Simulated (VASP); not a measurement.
Output of a VASP run:

File OUTCAR:
```
 ion  position               nearest neighbor table
   1  0.000  0.000  0.000-
   2  0.500  0.500  0.500-
  LATTYP: Found a face centered cubic cell.
 ALAT       =     4.1616000000
 Subroutine PRICEL returns:
 Original cell was already a primitive cell.
 Subroutine GETGRP returns: Found 48 space group operations
The static configuration has the point symmetry O_h .
The dynamic configuration has the point symmetry O_h .
 Subroutine INISYM returns: Found 48 space group operations
 Subroutine IBZKPT returns following result:
 Found     47 irreducible k-points:

 Following reciprocal coordinates:
            Coordinates               Weight
  0.000000  0.000000  0.000000      1.000000
  0.100000  0.000000  0.000000      8.000000
  0.200000  0.000000  0.000000      8.000000
  0.300000  0.000000  0.000000      8.000000
  0.400000  0.000000  0.000000      8.000000
  0.500000  0.000000  0.000000      4.000000
  0.100000  0.100000  0.000000      6.000000
  0.200000  0.100000  0.000000     24.000000
  0.300000  0.100000  0.000000     24.000000
  0.400000  0.100000  0.000000     24.000000
  0.500000  0.100000  0.000000     24.000000
 -0.400000  0.100000  0.000000     24.000000
 -0.300000  0.100000  0.000000     24.000000
 -0.200000  0.100000  0.000000     24.000000
 -0.100000  0.100000  0.000000     12.000000
  0.200000  0.200000  0.000000      6.000000
  0.300000  0.200000  0.000000     24.000000
  0.400000  0.200000  0.000000     24.000000
  0.500000  0.200000  0.000000     24.000000
 -0.400000  0.200000  0.000000     24.000000
 -0.300000  0.200000  0.000000     24.000000
 -0.200000  0.200000  0.000000     12.000000
  0.300000  0.300000  0.000000      6.000000
  0.400000  0.300000  0.000000     24.000000
  0.500000  0.300000  0.000000     24.000000
 -0.400000  0.300000  0.000000     24.000000
 -0.300000  0.300000  0.000000     12.000000
  0.400000  0.400000  0.000000      6.000000
  0.500000  0.400000  0.000000     24.000000
 -0.400000  0.400000  0.000000     12.000000
  0.500000  0.500000  0.000000      3.000000
  0.300000  0.200000  0.100000     24.000000
  0.400000  0.200000  0.100000     48.000000
  0.500000  0.200000  0.100000     48.000000
 -0.400000  0.200000  0.100000     24.000000
  0.400000  0.300000  0.100000     24.000000
  0.500000  0.300000  0.100000     48.000000
 -0.400000  0.300000  0.100000     48.000000
 -0.300000  0.300000  0.100000     48.000000
 -0.200000  0.300000  0.100000     24.000000
   k-points           NKPTS =     47   k-points in BZ     NKDIM =     47   number of bands    NBANDS=      6
   number of dos      NEDOS =    301   number of ions     NIONS =      2
   total plane-waves  NPLWV =  13824
   dimension x,y,z NGX =    24 NGY =   24 NGZ =   24
   dimension x,y,z NGXF=    48 NGYF=   48 NGZF=   48
   ions per type =               1   1
   PREC   = accura    normal or accurate (medium, high low for compatibility)
   ISTART =      0    job   : 0-new  1-cont  2-samecut
   ICHARG =      2    charge: 1-file 2-atom 10-const
   ISPIN  =      1    spin polarized calculation?
   LNONCOLLINEAR =      F non collinear calculations
   LSORBIT =      F    spin-orbit coupling
   INIWAV =      1    electr: 0-lowe 1-rand  2-diag
   ENCUT  =  520.0 eV  38.22 Ry    6.18 a.u.   5.47  5.47  5.47*2*pi/ulx,y,z
   NELM   =    100;   NELMIN=  2; NELMDL= -5     # of ELM steps
   EDIFF  = 0.1E-05   stopping-criterion for ELM
   LREAL  =      F    real-space projection
   NLSPLINE    = F    spline interpolate recip. space projectors
   LMAXMIX     =    2 max onsite mixed and CHGCAR
   VOSKOWN=      0    Vosko Wilk Nusair interpolation
   EDIFFG = 0.1E-04   stopping-criterion for IOM
   NSW    =      0    number of steps for IOM
   NBLOCK =      1;   KBLOCK =      1    inner block; outer block
   IBRION =     -1    ionic relax: 0-MD 1-quasi-New 2-CG
...
```

OSZICAR:
```
       N       E                     dE             d eps       ncg     rms          rms(c)
DAV:   1    -0.948422534343E+00   -0.94842E+00   -0.14278E+03   576   0.591E+02
DAV:   2    -0.617850691129E+01   -0.52301E+01   -0.49769E+01   792   0.693E+01
DAV:   3    -0.630667513199E+01   -0.12817E+00   -0.12817E+00   714   0.988E+00
DAV:   4    -0.630775717119E+01   -0.10820E-02   -0.10820E-02   738   0.864E-01
DAV:   5    -0.630776752168E+01   -0.10350E-04   -0.10350E-04   726   0.608E-02    0.263E+00
DAV:   6    -0.614216954846E+01    0.16560E+00   -0.15493E-01   642   0.169E+00    0.130E+00
DAV:   7    -0.608971006063E+01    0.52459E-01   -0.18410E-01   726   0.209E+00    0.206E-01
DAV:   8    -0.609108661979E+01   -0.13766E-02   -0.56454E-03   642   0.647E-01    0.371E-02
DAV:   9    -0.609105013257E+01    0.36487E-04   -0.16848E-04   792   0.696E-02    0.129E-02
DAV:  10    -0.609105049539E+01   -0.36282E-06   -0.66415E-06   696   0.246E-02
   1 F= -.60910505E+01 E0= -.60910505E+01  d E =-.257605E-13
```

**OUTCAR**
```
------------------------ aborting loop because EDIFF is reached ----------------------------------------
  FORCE on cell =-STRESS in cart. coord.  units (eV):
  Direction    XX          YY          ZZ          XY          YZ          ZX
  --------------------------------------------------------------------------------------
  Total       -0.4632243     -0.4632243     -0.4632243      0.0000000      0.0000000      0.0000000
  in kB      -41.1889698    -41.1889698    -41.1889698      0.0000000      0.0000000      0.0000000
  external PRESSURE =     -41.1889698 kB  Pullay stress =       0.0000000 kB
  volume of cell :       18.02
      direct lattice vectors                 reciprocal lattice vectors
     0.000000000  2.080800000  2.080800000    -0.240292195  0.240292195  0.240292195
     2.080800000  0.000000000  2.080800000     0.240292195 -0.240292195  0.240292195
     2.080800000  2.080800000  0.000000000     0.240292195  0.240292195 -0.240292195
  FREE ENERGIE OF THE ION-ELECTRON SYSTEM (eV)
  ---------------------------------------------------
  free  energy   TOTEN  =        -6.0910504954 eV

  energy  without entropy=       -6.0910504954  energy(sigma->0) =       -6.09105050
```
(Selected blocks of OUTCAR.)

POSCAR:
```
LiH
1
    0.0000000000     2.0808000000     2.0808000000
    2.0808000000     0.0000000000     2.0808000000
    2.0808000000     2.0808000000     0.0000000000
Li H
1 1
Direct
  0.0000000000   0.0000000000   0.0000000000
  0.5000000000   0.5000000000   0.5000000000
```

Q: Write an INCAR and KPOINTS that could have produced this output.

A: Several could match; the one computed here: the input of the run itself, PBEsol GGA, plane waves, VASP's PBE PAW potentials (set 64).

INCAR:
```
SYSTEM = LiH
PREC = Accurate; ENCUT = 520; LREAL = F
LASPH = T
EDIFF = 1E-6; NELM = 100; ALGO = Normal
ISMEAR = 0; SIGMA = 0.05
GGA = PS
ISIF = 2
LWAVE = F; LCHARG = F
```

**KPOINTS**
```
Automatic mesh
0
Gamma
10 10 10
0 0 0
```

POTCAR, in this order: Li_sv H (PBE.64 set). Program: vasp_std.

The compound is LiH in the rock salt structure. The cell was not relaxed at this level. The run is one of a series of settings (GGA = PS against the base run), some of them coarse on purpose.
